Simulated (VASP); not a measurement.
Band gaps of PbF2 (fluorite) from VASP (PAW), without and with spin-orbit coupling. Semilocal levels are at their own relaxed cell, hybrids and mBJ at PBE's; 0.00 means no gap at that level. Unless said otherwise, spin-orbit coupling is left out, though it shifts the bands of the heavy elements here.

The cell of the LDA run:

Space group Fm-3m (No. 225); a = 5.814 Å, b = 5.814 Å, c = 5.814 Å, α = 90.00°, β = 90.00°, γ = 90.00°

| atom | site | symmetry | x | y | z |
|---|---|---|---|---|---|
| Pb | 4a | m-3m | 0.0000 | 0.0000 | 0.0000 |
| F | 8c | -43m | 0.2500 | 0.2500 | 0.2500 |
(The calculation used a cell of 3 atoms; values per cell refer to that cell.)

```json
[
 {"level": "LDA", "gap without SOC (eV)": "4.20", "gap with SOC (eV)": "3.94", "shift (eV)": "-0.26"},
 {"level": "PBEsol", "gap without SOC (eV)": "4.30", "gap with SOC (eV)": "…", "shift (eV)": "…"},
 {"level": "r2SCAN", "gap without SOC (eV)": "4.93", "gap with SOC (eV)": "…", "shift (eV)": "…"}
]
```

**Question.** Some entries are withheld; supply them.

**Answer.** 
- PBEsol, gap with SOC (eV): 4.03
- PBEsol, shift (eV): -0.27
- r2SCAN, gap with SOC (eV): 4.64
- r2SCAN, shift (eV): -0.29

Only levels that ran to the end are used. Left out are those held back, those with too coarse a band path, GW runs whose mesh misses a band edge, hybrids' fits of cells that aren't cubic and levels without matching references; a question may draw on a part of the rest.

The compound is PbF2 in the fluorite structure, the β form.
